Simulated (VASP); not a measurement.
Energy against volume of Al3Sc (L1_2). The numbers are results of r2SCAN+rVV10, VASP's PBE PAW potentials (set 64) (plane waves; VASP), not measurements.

```tsv
V (Å³/atom)	E (eV/atom)
15.951	-8.24324
16.460	-8.25886
16.969	-8.26383
17.478	-8.25961
17.987	-8.24751
```

### Question
Fit a third-order Birch-Murnaghan equation of state.

### Answer

* **volume per atom**: 16.98 Å³/atom
* **bulk modulus**: 95.8 GPa
* **pressure derivative of the bulk modulus**: 4.00
* **lattice constant a**: 4.080 Å

Measured: a 4.103 Å (computed value off by -0.6 %), as given by A Combined Experimental and First-Principles Based Assessment of Finite-Temperature Thermodynamic Properties of …. The calculation is for a static lattice, while the measured a holds thermal and zero-point effects, which are part of the difference.

The compound is Al3Sc in the L1_2 structure. It was relaxed first.
